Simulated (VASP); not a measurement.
VASP input:

### KPOINTS
```
kpoints
0
gamma
  14 14 14
0 0 0
```

INCAR:
```
# general
SYSTEM   = NbC
PREC     = Accurate
ENCUT    = 520
LREAL    = F
LASPH    = T

# electronic loop
EDIFF    = 1E-7
NELM     = 100
ALGO     = Normal
LMAXMIX  = 4

# smearing
ISMEAR   = 1
SIGMA    = 0.1

# functional
GGA      = CX
LUSE_VDW = T
AGGAC    = 0.0

# ions
ISIF     = 2

# output
LWAVE    = F
LCHARG   = F
```

POSCAR:
```
NbC
1
    0.0000000000     2.1844343241     2.1844343241
    2.1844343241     0.0000000000     2.1844343241
    2.1844343241     2.1844343241     0.0000000000
Nb C
1 1
Direct
  0.0000000000   0.0000000000   0.0000000000
  0.5000000000   0.5000000000   0.5000000000
```

POTCAR, in this order: Nb_sv C (PBE.64 set). Program: vasp_std.

Q: Translate this vdW-DF-cx calculation to Quantum ESPRESSO's pw.x.

A: One equivalent input (not run):
```
&CONTROL
  calculation = 'scf'
  pseudo_dir = './pseudo'
  outdir = './out'
  tprnfor = .true.
  tstress = .true.
/
&SYSTEM
  ibrav = 0
  nat = 2
  ntyp = 2
  ecutwfc = 82
  occupations = 'smearing'
  smearing = 'methfessel-paxton'
  degauss = 0.00735
  input_dft = 'vdw-df-cx'
/
&ELECTRONS
  conv_thr = 7.3e-09
  electron_maxstep = 100
/
ATOMIC_SPECIES
  Nb 92.906 Nb.upf
  C 12.011 C.upf
CELL_PARAMETERS angstrom
     0.0000000    2.1844343    2.1844343
     2.1844343    0.0000000    2.1844343
     2.1844343    2.1844343    0.0000000
ATOMIC_POSITIONS crystal
  Nb   0.0000000  0.0000000  0.0000000
  C    0.5000000  0.5000000  0.5000000
K_POINTS automatic
  14 14 14 0 0 0
```
The two are equivalent in intent, not identical: the potentials are each code's own (VASP's PAW set, PseudoDojo norm-conserving files in pw.x), so ENCUT and ecutwfc are chosen apart and not converted; conv_thr bounds pw.x's estimated SCF error, while EDIFF bounds the energy change between steps.

The compound is NbC in the rock salt structure. This cell is one point of a volume scan, at 0.94 of the reference volume.
